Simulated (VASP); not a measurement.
Output of a VASP run:

### OSZICAR
```
...
DAV:   4    -0.459773628225E+02   -0.13992E-01   -0.13983E-01  1300   0.390E+00
DAV:   5    -0.459775021266E+02   -0.13930E-03   -0.13929E-03  1296   0.370E-01    0.961E+00
DAV:   6    -0.372750738937E+02    0.87024E+01   -0.48574E+00  1256   0.192E+01    0.496E+00
DAV:   7    -0.388162212846E+02   -0.15411E+01   -0.13934E+00  1080   0.146E+01    0.280E+00
DAV:   8    -0.394035894130E+02   -0.58737E+00   -0.92419E-01  1112   0.106E+01    0.141E+00
DAV:   9    -0.388016647822E+02    0.60192E+00   -0.47271E-01  1136   0.824E+00    0.915E-01
DAV:  10    -0.389707433928E+02   -0.16908E+00   -0.55656E-02  1184   0.333E+00    0.190E-01
DAV:  11    -0.389770164566E+02   -0.62731E-02   -0.39091E-02  1012   0.309E+00    0.139E-01
DAV:  12    -0.389802467574E+02   -0.32303E-02   -0.24475E-03  1228   0.725E-01    0.451E-02
DAV:  13    -0.389800387824E+02    0.20798E-03   -0.12515E-04  1212   0.161E-01    0.109E-02
DAV:  14    -0.389803364953E+02   -0.29771E-03   -0.98868E-05  1140   0.142E-01    0.147E-02
DAV:  15    -0.389802750662E+02    0.61429E-04   -0.18294E-05  1100   0.649E-02    0.315E-03
DAV:  16    -0.389802778879E+02   -0.28216E-05   -0.48944E-07  1332   0.976E-03    0.151E-03
DAV:  17    -0.389802641117E+02    0.13776E-04   -0.10234E-06  1080   0.144E-02    0.649E-04
DAV:  18    -0.389802663296E+02   -0.22179E-05   -0.79813E-08   656   0.432E-03    0.441E-04
DAV:  19    -0.389802645002E+02    0.18293E-05   -0.29454E-08   572   0.234E-03    0.295E-04
DAV:  20    -0.389802643604E+02    0.13979E-06   -0.11965E-08   548   0.156E-03    0.136E-04
DAV:  21    -0.389802647067E+02   -0.34629E-06   -0.12776E-09   536   0.499E-04    0.356E-05
DAV:  22    -0.389802646340E+02    0.72748E-07   -0.12065E-10   520   0.137E-04
   1 F= -.38980265E+02 E0= -.38980265E+02  d E =-.389803E+02
       N       E                     dE             d eps       ncg     rms          rms(c)
DAV:   1    -0.389802410192E+02    0.23688E-04   -0.90386E-03  1132   0.940E-01    0.202E-02
DAV:   2    -0.389802617669E+02   -0.20748E-04   -0.11625E-04  1236   0.122E-01    0.129E-02
DAV:   3    -0.389802257188E+02    0.36048E-04   -0.23319E-05  1124   0.771E-02    0.437E-03
DAV:   4    -0.389802590144E+02   -0.33296E-04   -0.13158E-05  1076   0.586E-02    0.219E-03
DAV:   5    -0.389802492899E+02    0.97245E-05   -0.17007E-06  1140   0.219E-02    0.952E-04
DAV:   6    -0.389802525916E+02   -0.33017E-05   -0.24419E-07  1100   0.725E-03    0.309E-04
DAV:   7    -0.389802519715E+02    0.62014E-06   -0.13241E-07   760   0.485E-03    0.114E-04
DAV:   8    -0.389802520359E+02   -0.64404E-07   -0.76847E-09   540   0.118E-03
   2 F= -.38980252E+02 E0= -.38980252E+02  d E =0.125981E-04
       N       E                     dE             d eps       ncg     rms          rms(c)
DAV:   1    -0.389802831765E+02   -0.31205E-04   -0.27973E-03  1132   0.523E-01    0.112E-02
DAV:   2    -0.389802788323E+02    0.43442E-05   -0.35831E-05  1236   0.679E-02    0.719E-03
DAV:   3    -0.389802942826E+02   -0.15450E-04   -0.71641E-06  1120   0.428E-02    0.243E-03
DAV:   4    -0.389802813517E+02    0.12931E-04   -0.40686E-06  1084   0.326E-02    0.124E-03
DAV:   5    -0.389802874681E+02   -0.61164E-05   -0.52876E-07  1132   0.122E-02    0.535E-04
DAV:   6    -0.389802856830E+02    0.17851E-05   -0.71260E-08   636   0.395E-03    0.156E-04
DAV:   7    -0.389802861310E+02   -0.44800E-06   -0.43612E-08   540   0.281E-03    0.669E-05
DAV:   8    -0.389802860397E+02    0.91291E-07   -0.20585E-09   528   0.608E-04
   3 F= -.38980286E+02 E0= -.38980286E+02  d E =-.214057E-04
```

File OUTCAR:
```
------------------------ aborting loop because EDIFF is reached ----------------------------------------
  FORCE on cell =-STRESS in cart. coord.  units (eV):
  Direction    XX          YY          ZZ          XY          YZ          ZX
  --------------------------------------------------------------------------------------
  Total        1.7578055      1.7578058      1.7695648     -0.0000000      0.0000000      0.0000000
  in kB      123.3409933    123.3410183    124.1661157     -0.0000000      0.0000000      0.0000000
  external PRESSURE =     123.6160424 kB  Pullay stress =       0.0000000 kB
  volume of cell :       22.83
      direct lattice vectors                 reciprocal lattice vectors
     1.258274369 -2.179395357  0.000000000     0.397369614 -0.229421430  0.000000000
     1.258274369  2.179395357  0.000000000     0.397369614  0.229421430 -0.000000000
     0.000000000  0.000000000  4.163250866    -0.000000000  0.000000000  0.240196912
  FREE ENERGIE OF THE ION-ELECTRON SYSTEM (eV)
  ---------------------------------------------------
  free  energy   TOTEN  =       -38.9802860397 eV

  energy  without entropy=      -38.9802860397  energy(sigma->0) =      -38.98028604

 reached required accuracy - stopping structural energy minimisation
```
(Selected blocks of OUTCAR.)

File POSCAR:
```
BN
1
    1.2583815231    -2.1795809495     0.0000000000
    1.2583815231     2.1795809495     0.0000000000
    0.0000000000     0.0000000000     4.1625418809
B N
2 2
Direct
  0.6666670000   0.3333330000   0.5002486094
  0.3333330000   0.6666670000   0.0002486094
  0.6666670000   0.3333330000   0.8747513906
  0.3333330000   0.6666670000   0.3747513906
```

Problem. Reconstruct the remaining input files.

Solution. Several could match; the one computed here: the input of the run itself, SCAN meta-GGA, plane waves, VASP's PBE PAW potentials (set 64).

INCAR:
```
ALGO = Normal
EDIFF = 1E-7
EDIFFG = -0.01
ENCUT = 520
IBRION = 2
ISIF = 4
ISMEAR = 0
LASPH = .True.
LCHARG = .False.
LMIXTAU = .True.
LREAL = .False.
LWAVE = .False.
METAGGA = SCAN
NELM = 100
NSW = 30
PREC = Accurate
SIGMA = 0.05
SYSTEM = BN
```

File KPOINTS:
```
K-points
0
gamma
  10 10 5
0 0 0
```

POTCAR, in this order: B N (PBE.64 set). Program: vasp_std.

The compound is BN in the wurtzite structure, a metastable high-pressure form. This cell is one point of a volume scan, at 0.97 of the reference volume. Symmetry was kept, so distortions that lower it aren't found.
